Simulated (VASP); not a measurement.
Data:

```xyz
4
Lattice="0.0000 2.9565 2.9565 2.9565 0.0000 2.9565 2.9565 2.9565 0.0000" Properties=species:S:1:pos:R:3 pbc="T T T"
Fe     4.4347     4.4347     4.4347
Fe     1.4782     1.4782     1.4782
Fe     0.0000     0.0000     0.0000
Rh     2.9565     2.9565     2.9565
```

Method: PBEsol GGA, VASP's PBE PAW potentials (set 64) (plane waves; VASP 6.6.1). Numerical set-up: 300 eV cut-off, 8×8×8 Γ-centred mesh, Gaussian smearing of 0.27 eV, potentials Fe Rh_pv.

The run has a spin-polarised start.

Problem. Give the spin-up energies of bands 14 to 27 at the high-symmetry points, in eV from the Fermi level.

Solution. 
| band | Γ | X | U | L | W |
|---|---|---|---|---|---|
| 14 | -2.74 | -2.17 | -2.60 | -3.26 | -2.97 |
| 15 | -2.74 | -2.17 | -2.09 | -3.26 | -2.57 |
| 16 | -1.64 | -1.92 | -1.95 | -1.55 | -1.79 |
| 17 | -1.64 | -1.67 | -1.91 | -1.55 | -1.79 |
| 18 | -1.52 | -1.63 | -1.57 | -1.44 | -1.77 |
| 19 | -1.52 | -1.36 | -1.34 | -1.44 | -1.72 |
| 20 | -0.76 | -1.31 | -1.31 | -1.13 | -0.85 |
| 21 | -0.76 | -0.88 | -1.30 | -1.13 | -0.55 |
| 22 | -0.34 | -0.64 | -0.84 | -0.87 | -0.55 |
| 23 | -0.34 | -0.06 | -0.58 | -0.87 | -0.49 |
| 24 | -0.34 | -0.06 | -0.10 | -0.58 | -0.05 |
| 25 | 7.36 | 0.28 | 0.02 | -0.17 | -0.05 |
| 26 | 7.36 | 0.28 | 0.61 | 6.37 | 0.41 |
| 27 | 7.36 | 0.41 | 2.09 | 6.37 | 0.64 |

Problem. Give the spin-down energies of bands 14 to 27 at the high-symmetry points, in eV from the Fermi level.

Solution. 
```
band      Γ      X      U      L      W
----  -----  -----  -----  -----  -----
14    -0.46  -0.01  -0.63  -1.01  -0.80
15    -0.46  -0.01  -0.61  -1.01  -0.74
16     0.90   0.39   0.28   0.89   0.32
17     0.90   0.55   0.33   0.89   0.69
18     1.65   0.55   0.53   1.24   0.69
19     1.65   0.80   1.07   1.24   0.69
20     1.69   0.84   1.37   1.47   1.66
21     1.69   1.31   1.45   1.47   1.80
22     2.07   1.48   1.51   1.55   1.80
23     2.07   1.61   1.85   1.55   1.84
24     2.07   2.13   2.30   1.63   2.18
25     8.35   2.19   2.33   1.90   2.19
26     8.35   2.37   2.35   7.56   2.19
27     8.35   2.37   3.27   7.56   2.24
```

It has no gap at this level: it comes out as a metal or semimetal.

The structure comes from a computed database's Fe3Rh entry; how it stands against other phases isn't given here. The cell was not relaxed at this level.
